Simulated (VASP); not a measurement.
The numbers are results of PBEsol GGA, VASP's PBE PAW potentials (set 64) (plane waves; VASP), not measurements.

The input files of a VASP run:

POSCAR:
```
SiO2
1.0
  4.1938818509   0.0000000000   0.0000000000
  0.0000000000   4.1938818509   0.0000000000
  0.0000000000   0.0000000000   2.6825246477
Si O
2 4
Cart
  0.0000000000   0.0000000000   0.0000000000
  2.0969409255   2.0969409255   1.3412623239
  1.2821235208   1.2821235208   0.0000000000
  3.3790644462   0.8148174047   1.3412623239
  0.8148174047   3.3790644462   1.3412623239
  2.9117583301   2.9117583301   0.0000000000
```

INCAR:
```
ALGO = Normal
EDIFF = 1E-6
EDIFFG = -0.02
ENCUT = 520
GGA = PS
IBRION = 2
ISIF = 3
ISMEAR = 0
LASPH = .TRUE.
LCHARG = .FALSE.
LREAL = .FALSE.
LWAVE = .FALSE.
NELM = 100
NSW = 60
PREC = Accurate
SIGMA = 0.05
SYSTEM = SiO2
```

File KPOINTS:
```
Regular mesh
0
G
5 5 7
0 0 0
```

POTCAR, in this order: Si O (PBE.64 set). Program: vasp_std.

The run wrote:

**OUTCAR**
```
 ion  position               nearest neighbor table
   1  0.000  0.000  0.000-   4 1.77   5 1.77   4 1.77   5 1.77   3 1.81   6 1.81
   2  0.500  0.500  0.500-   3 1.77   6 1.77   3 1.77   6 1.77   5 1.81   4 1.81
   3  0.306  0.306  0.000-   2 1.77   2 1.77   1 1.81
   4  0.806  0.194  0.500-   1 1.77   1 1.77   2 1.81
   5  0.194  0.806  0.500-   1 1.77   1 1.77   2 1.81
   6  0.694  0.694  0.000-   2 1.77   2 1.77   1 1.81
  LATTYP: Found a simple tetragonal cell.
 ALAT       =     4.1938818509
 C/A-ratio  =     0.6396280923
 Subroutine PRICEL returns:
 Original cell was already a primitive cell.
 Subroutine GETGRP returns: Found 16 space group operations
The static configuration has the point symmetry D_2h.
 The point group associated with its full space group is D_4h.
The dynamic configuration has the point symmetry D_2h.
 Subroutine INISYM returns: Found 16 space group operations
 Subroutine IBZKPT returns following result:
 Found     24 irreducible k-points:

 Following reciprocal coordinates:
            Coordinates               Weight
  0.000000  0.000000  0.000000      1.000000
  0.200000  0.000000  0.000000      4.000000
  0.400000  0.000000  0.000000      4.000000
  0.200000  0.200000  0.000000      4.000000
  0.400000  0.200000  0.000000      8.000000
  0.400000  0.400000  0.000000      4.000000
  0.000000  0.000000  0.142857      2.000000
  0.200000  0.000000  0.142857      8.000000
  0.400000  0.000000  0.142857      8.000000
  0.200000  0.200000  0.142857      8.000000
  0.400000  0.200000  0.142857     16.000000
  0.400000  0.400000  0.142857      8.000000
  0.000000  0.000000  0.285714      2.000000
  0.200000  0.000000  0.285714      8.000000
  0.400000  0.000000  0.285714      8.000000
  0.200000  0.200000  0.285714      8.000000
  0.400000  0.200000  0.285714     16.000000
  0.400000  0.400000  0.285714      8.000000
  0.000000  0.000000  0.428571      2.000000
  0.200000  0.000000  0.428571      8.000000
  0.400000  0.000000  0.428571      8.000000
  0.200000  0.200000  0.428571      8.000000
  0.400000  0.200000  0.428571     16.000000
  0.400000  0.400000  0.428571      8.000000
   k-points           NKPTS =     24   k-points in BZ     NKDIM =     24   number of bands    NBANDS=     20
   number of dos      NEDOS =    301   number of ions     NIONS =      6
   total plane-waves  NPLWV =  20480
   dimension x,y,z NGX =    32 NGY =   32 NGZ =   20
   dimension x,y,z NGXF=    64 NGYF=   64 NGZF=   40
   ions per type =               2   4
   PREC   = accura    normal or accurate (medium, high low for compatibility)
   ISTART =      0    job   : 0-new  1-cont  2-samecut
   ICHARG =      2    charge: 1-file 2-atom 10-const
   ISPIN  =      1    spin polarized calculation?
   LNONCOLLINEAR =      F non collinear calculations
   LSORBIT =      F    spin-orbit coupling
   INIWAV =      1    electr: 0-lowe 1-rand  2-diag
   ENCUT  =  520.0 eV  38.22 Ry    6.18 a.u.   7.80  7.80  4.99*2*pi/ulx,y,z
   NELM   =    100;   NELMIN=  2; NELMDL= -5     # of ELM steps
   EDIFF  = 0.1E-05   stopping-criterion for ELM
   LREAL  =      F    real-space projection
   NLSPLINE    = F    spline interpolate recip. space projectors
   LMAXMIX     =    2 max onsite mixed and CHGCAR
   VOSKOWN=      0    Vosko Wilk Nusair interpolation
   EDIFFG = -.2E-01   stopping-criterion for IOM
   NSW    =     60    number of steps for IOM
   NBLOCK =      1;   KBLOCK =     60    inner block; outer block
   IBRION =      2    ionic relax: 0-MD 1-quasi-New 2-CG
   NFREE  =      1    steps in history (QN), initial steepest desc. (CG)
   ISIF   =      3    stress and relaxation
   ISYM   =      2    0-nonsym 1-usesym 2-fastsym
   TEIN   =    0.0    initial temperature
   TEBEG  =    0.0;   TEEND  =   0.0 temperature during run
...
```

**OSZICAR**
```
       N       E                     dE             d eps       ncg     rms          rms(c)
DAV:   1     0.157639850645E+03    0.15764E+03   -0.18279E+04   984   0.154E+03
DAV:   2    -0.463997438560E+02   -0.20404E+03   -0.19764E+03  1340   0.317E+02
DAV:   3    -0.531233394432E+02   -0.67236E+01   -0.67058E+01  1148   0.621E+01
DAV:   4    -0.531739433501E+02   -0.50604E-01   -0.50540E-01  1136   0.617E+00
DAV:   5    -0.531744934804E+02   -0.55013E-03   -0.55004E-03  1112   0.630E-01    0.168E+01
DAV:   6    -0.490213032641E+02    0.41532E+01   -0.16263E+01  1072   0.283E+01    0.794E+00
DAV:   7    -0.489936018157E+02    0.27701E-01   -0.45870E-01  1124   0.472E+00    0.297E+00
DAV:   8    -0.489852627765E+02    0.83390E-02   -0.15918E-02  1076   0.134E+00    0.100E+00
DAV:   9    -0.489856218917E+02   -0.35912E-03   -0.45157E-03  1120   0.741E-01    0.265E-01
DAV:  10    -0.489857303964E+02   -0.10850E-03   -0.44992E-04  1116   0.180E-01    0.403E-02
DAV:  11    -0.489857034179E+02    0.26979E-04   -0.11378E-04  1120   0.819E-02    0.792E-03
DAV:  12    -0.489857037170E+02   -0.29917E-06   -0.70301E-06  1056   0.195E-02
   1 F= -.48985704E+02 E0= -.48985704E+02  d E =-.489857E+02
       N       E                     dE             d eps       ncg     rms          rms(c)
DAV:   1    -0.489857699544E+02   -0.66537E-04   -0.44142E-02   992   0.180E+00    0.785E-02
DAV:   2    -0.489857652129E+02    0.47415E-05   -0.10035E-03  1132   0.250E-01    0.318E-02
DAV:   3    -0.489857499822E+02    0.15231E-04   -0.24498E-05  1108   0.435E-02    0.142E-02
DAV:   4    -0.489857468392E+02    0.31430E-05   -0.69685E-06  1120   0.239E-02    0.253E-03
DAV:   5    -0.489857467696E+02    0.69602E-07   -0.64394E-07   560   0.658E-03
   2 F= -.48985747E+02 E0= -.48985747E+02  d E =-.430525E-04
```

### OUTCAR
```
------------------------ aborting loop because EDIFF is reached ----------------------------------------
  FORCE on cell =-STRESS in cart. coord.  units (eV):
  Direction    XX          YY          ZZ          XY          YZ          ZX
  --------------------------------------------------------------------------------------
  Total        0.0049083      0.0049083     -0.0596704      0.0000000      0.0000000      0.0000000
  in kB        0.1665713      0.1665713     -2.0250282      0.0000000      0.0000000      0.0000000
  external PRESSURE =      -0.5639619 kB  Pullay stress =       0.0000000 kB
  volume of cell :       47.21
      direct lattice vectors                 reciprocal lattice vectors
     4.193800789  0.000000000  0.000000000     0.238447187 -0.000000000  0.000000000
     0.000000000  4.193800789  0.000000000    -0.000000000  0.238447187  0.000000000
     0.000000000  0.000000000  2.684247542     0.000000000  0.000000000  0.372543882
 POSITION                                       TOTAL-FORCE (eV/Angst)
 -----------------------------------------------------------------------------------
      0.00000      0.00000      0.00000        -0.000000     -0.000000      0.000000
      2.09690      2.09690      1.34212         0.000000     -0.000000      0.000000
      1.28309      1.28309      2.68425        -0.010882     -0.010882     -0.000000
      3.37999      0.81381      1.34212        -0.010882      0.010882      0.000000
      0.81381      3.37999      1.34212         0.010882     -0.010882      0.000000
      2.91071      2.91071      0.00000         0.010882      0.010882      0.000000
 -----------------------------------------------------------------------------------
    total drift:                                0.000000     -0.000000      0.000000
  FREE ENERGIE OF THE ION-ELECTRON SYSTEM (eV)
  ---------------------------------------------------
  free  energy   TOTEN  =       -48.9857467696 eV

  energy  without entropy=      -48.9857467696  energy(sigma->0) =      -48.98574677

 reached required accuracy - stopping structural energy minimisation
```
(Selected blocks of OUTCAR.)

File CONTCAR:
```
SiO2
   1.00000000000000
     4.1938007886868789    0.0000000000000000    0.0000000000000000
     0.0000000000000000    4.1938007886868789    0.0000000000000000
     0.0000000000000000    0.0000000000000000    2.6842475418461653
  Si              O
     2     4
Direct
     0.0000000000000000    0.0000000000000000    0.0000000000000000
     0.5000000000000000    0.5000000000000000    0.5000000000000000
     0.3059490037905713    0.3059490037905713    1.0000000000000000
     0.8059490037905713    0.1940509962094287    0.5000000000000000
     0.1940509962094287    0.8059490037905713    0.5000000000000000
     0.6940509962094287    0.6940509962094287    0.0000000000000000
```

The compound is SiO2 in the rutile structure, stishovite, a high-pressure form. This run relaxes it. Symmetry was kept, so distortions that lower it aren't found. The start is the result of an earlier pass.
